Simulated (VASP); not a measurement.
Consider the following.

```
CELL_PARAMETERS angstrom
      0.00000     2.39000     2.39000
      2.39000     0.00000     2.39000
      2.39000     2.39000     0.00000
ATOMIC_POSITIONS crystal
  B  0.00000 0.00000 0.00000
  As 0.25000 0.25000 0.25000
```

Level of theory: PBE GGA, VASP's PBE PAW potentials (set 64) (plane waves; VASP 6.6.1). Settings: PREC = Normal, 500 eV cut-off, 4×4×4 Γ-centred mesh, Gaussian smearing of 0.010 eV, potentials B_GW As_GW.

Task: Give the stress tensor in GPa (positive for a compressed cell).

Result: 
```
3.65  0.00  0.00
0.00  3.65  0.00
0.00  0.00  3.65
```
The pressure is its mean diagonal, 3.65 GPa.

The compound is BAs in the zinc blende structure. The cell was not relaxed at this level. The k-mesh is coarse (spacing up to 0.57 per Å, 2π included), so the numbers may not be converged in it.
